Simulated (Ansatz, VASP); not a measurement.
GaGe: VASP beside Ansatz

The input INCAR:

```
ALGO = Fast ; EDIFF = 1E-7
ENCUT = 520 ; ISIF = 2
ISMEAR = 0 ; LASPH = T
LCHARG = F ; LREAL = F
LWAVE = F ; NBANDS = 20
NELM = 60 ; PREC = Accurate
SIGMA = 0.15
```

The input KPOINTS:

```
k-points
0
Gamma
  14 14 14
```

The input POSCAR:

```
GaGe
1.0
    0.0000000000      2.8978440000      2.8978440000
    2.7891748500      0.0000000000      2.8978440000
    2.7891748500      2.8978440000      0.0000000000
Ga Ge
1 1
Direct
    0.7500000000      0.7500000000      0.7500000000
    0.0000000000      0.0000000000      0.0000000000
```

Input for Ansatz:

```yaml
crystal:
  lattice:
    - [0.0, 2.897844, 2.897844]
    - [2.78917485, 0.0, 2.897844]
    - [2.78917485, 2.897844, 0.0]
  atoms:
    - { symbol: Ga, position: [0.75, 0.75, 0.75] }
    - { symbol: Ge, position: [0.0, 0.0, 0.0] }
basis:
  ecutwfc: 420
kpoints:
  mp_grid: { grid: [14, 14, 14] }
hamiltonian:
  xc: lda
scf:
  occupations: { method: gaussian, width: 0.15 }
output:
  forces: true
  stress: true
  eigenvalues: true
```

Change from the starting cell: strain -0.0375 x Voigt [1, 0, 0, 0, 0, 0], atoms carried along.

Alike in both runs: task single point; functional LDA; k mesh 14 × 14 × 14; occupations gaussian, width 0.15 eV; no spin polarisation.

|  | VASP | Ansatz |
| --- | --- | --- |
| version | VASP 6.6.1 | Ansatz 0.2.0 |
| potentials or method | VASP PAW LDA potentials, release 64 (Ga_d, Ge_d) | scalar-relativistic, plane waves, PAW |
| plane-wave cutoff (eV) | 520 | 420 |
| valence electrons in the cell | 27 | 27 |

Ansatz gave:

| Quantity | Value |
| --- | --- |
| gap on the k mesh at the Fermi level (eV) | none |
| pressure (GPa) | -2.6 |

Task: What did VASP give for the same quantities?

Result: gap on the k mesh at the Fermi level (eV): none; pressure (GPa): -2.5.

A gap of «none» marks a metal or a gap that the smearing closes.
